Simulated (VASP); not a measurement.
Data:

```xyz
7
Lattice="4.1264 0.0000 0.0000 0.0000 4.1264 0.0000 0.0000 0.0000 4.1264" Properties=species:S:1:pos:R:3 pbc="T T T"
Ca     0.0000     0.0000     0.0000
B      3.2971     2.0632     2.0632
B      2.0632     0.8293     2.0632
B      2.0632     3.2971     2.0632
B      0.8293     2.0632     2.0632
B      2.0632     2.0632     3.2971
B      2.0632     2.0632     0.8293
```

Calculation: PBEsol GGA, VASP's PBE PAW potentials (set 64) (plane waves; VASP). Numerical set-up: 520 eV cut-off, 12×12×12 Γ-centred mesh, Gaussian smearing of 0.010 eV, potentials Ca_sv B.

Task: Predict the energy per atom (σ→0), largest force.

Result: 
The energy per atom (σ→0) is -6.729 eV/atom and the largest force comes out as 0.152 eV/Å.

Total energies compare only between runs with the same potentials, cut-off and functional.

The compound is CaB6 in the cab6 structure. It was relaxed first.
